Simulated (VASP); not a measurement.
Data:

```xyz
4
Lattice="2.2415 -3.8735 0.0000 2.2415 3.8735 0.0000 0.0000 0.0000 4.5939" Properties=species:S:1:pos:R:3 pbc="T T T"
Ga     2.2415     2.6673     4.2181
Ga     2.2415     1.2062     1.9212
Ga     2.2415    -1.2062     2.6727
Ga     2.2415    -2.6673     0.3758
```

These are PBE GGA, VASP's PBE PAW potentials (set 64) (plane waves; VASP 6.6.1) values and carry that method's errors. Numerical set-up: 480 eV cut-off, 8×8×6 Γ-centred mesh, first-order Methfessel-Paxton smearing of 0.10 eV, potentials Ga_d.

Give the stress tensor in GPa (positive for a compressed cell).

```
1.28  0.00  0.00
0.00  0.67  0.00
0.00  0.00  0.97
```
The pressure is its mean diagonal, 0.97 GPa.

The compound is Ga in the alpha structure. This cell was strained or had an atom moved on purpose.
